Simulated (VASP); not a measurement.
Consider the following.

```
CELL_PARAMETERS angstrom
     -1.71362     1.71362     1.71362
      1.71362    -1.71362     1.71362
      1.71362     1.71362    -1.71362
ATOMIC_POSITIONS crystal
  Li 0.00000 0.00000 0.00000
```

Method: rev-vdW-DF2, VASP's PBE PAW potentials (set 64) (plane waves; VASP 6.6.1). Settings: 520 eV cut-off, Gaussian smearing of 0.050 eV, potentials Li_sv.

**Question.** Predict the band gap (along the path) with the smallest direct gap where there is one.

**Answer.** 
```yaml
band gap (along the path): none (metal, semimetal or under 0.01 eV)
```

Total energies compare only between runs with the same potentials, cut-off and functional.

The compound is Li in the bcc structure. It was relaxed first, which changed the volume by -5 %.
